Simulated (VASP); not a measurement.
Level of theory: PBEsol GGA, VASP's PBE PAW potentials (set 64) (plane waves; VASP).

VASP ran on this input.

KPOINTS:
```
Automatic mesh
0
G
  10 10 10
```

**INCAR**
```
# general
SYSTEM=SiC
PREC  =Accurate
ENCUT =600
LREAL =F
LASPH =T

# electronic loop
EDIFF =1E-7
NELM  =100
ALGO  =Normal

# smearing
ISMEAR=0
SIGMA =0.05

# functional
GGA   =PS

# ions
ISIF  =2

# output
LWAVE =F
LCHARG=F
```

**POSCAR**
```
SiC
4.42540
  0.0000000000   0.4926108374   0.5000000000
  0.4926108374   0.0000000000   0.5000000000
  0.4926108374   0.4926108374   0.0000000000
Si C
1 1
Cartesian
  0.0000000000   0.0000000000   0.0000000000
  0.2463054187   0.2463054187   0.2500000000
```

POTCAR, in this order: Si C (PBE.64 set). Program: vasp_std.

The resulting files:

### OSZICAR
```
       N       E                     dE             d eps       ncg     rms          rms(c)
DAV:   1     0.465050209105E+01    0.46505E+01   -0.43861E+03  1704   0.944E+02
DAV:   2    -0.172795456879E+02   -0.21930E+02   -0.20426E+02  2416   0.111E+02
DAV:   3    -0.176604123742E+02   -0.38087E+00   -0.38087E+00  1872   0.178E+01
DAV:   4    -0.176617227087E+02   -0.13103E-02   -0.13103E-02  2680   0.112E+00
DAV:   5    -0.176617231168E+02   -0.40810E-06   -0.40810E-06  1872   0.167E-02    0.856E+00
DAV:   6    -0.159889997830E+02    0.16727E+01   -0.70463E+00  1776   0.148E+01    0.381E+00
DAV:   7    -0.159245697177E+02    0.64430E-01   -0.31415E-01  2528   0.395E+00    0.172E+00
DAV:   8    -0.159102499402E+02    0.14320E-01   -0.19113E-02  1784   0.119E+00    0.155E-01
DAV:   9    -0.159102209899E+02    0.28950E-04   -0.79781E-04  2600   0.221E-01    0.103E-01
DAV:  10    -0.159102623284E+02   -0.41339E-04   -0.89716E-05  2176   0.740E-02    0.211E-02
DAV:  11    -0.159102622107E+02    0.11773E-06   -0.14663E-05  2280   0.235E-02    0.422E-03
DAV:  12    -0.159102623629E+02   -0.15219E-06   -0.60709E-07  1792   0.606E-03    0.789E-04
DAV:  13    -0.159102624041E+02   -0.41186E-07   -0.38829E-08  1272   0.173E-03
   1 F= -.15910262E+02 E0= -.15910262E+02  d E =-.748365E-17
```

File OUTCAR:
```
------------------------ aborting loop because EDIFF is reached ----------------------------------------
  FORCE on cell =-STRESS in cart. coord.  units (eV):
  Direction    XX          YY          ZZ          XY          YZ          ZX
  --------------------------------------------------------------------------------------
  Total       -0.2858296     -0.2858296     -0.7933062      0.0000000      0.0000000      0.0000000
  in kB      -21.7747014    -21.7747014    -60.4346326      0.0000000      0.0000000      0.0000000
  external PRESSURE =     -34.6613451 kB  Pullay stress =       0.0000000 kB
  volume of cell :       21.03
      direct lattice vectors                 reciprocal lattice vectors
     0.000000000  2.180000000  2.212700000    -0.229357798  0.229357798  0.225968274
     2.180000000  0.000000000  2.212700000     0.229357798 -0.229357798  0.225968274
     2.180000000  2.180000000  0.000000000     0.229357798  0.229357798 -0.225968274
  FREE ENERGIE OF THE ION-ELECTRON SYSTEM (eV)
  ---------------------------------------------------
  free  energy   TOTEN  =       -15.9102624041 eV

  energy  without entropy=      -15.9102624041  energy(sigma->0) =      -15.91026240
```
(Selected blocks of OUTCAR.)

The compound is SiC in the zinc blende structure. This cell was strained or had an atom moved on purpose.
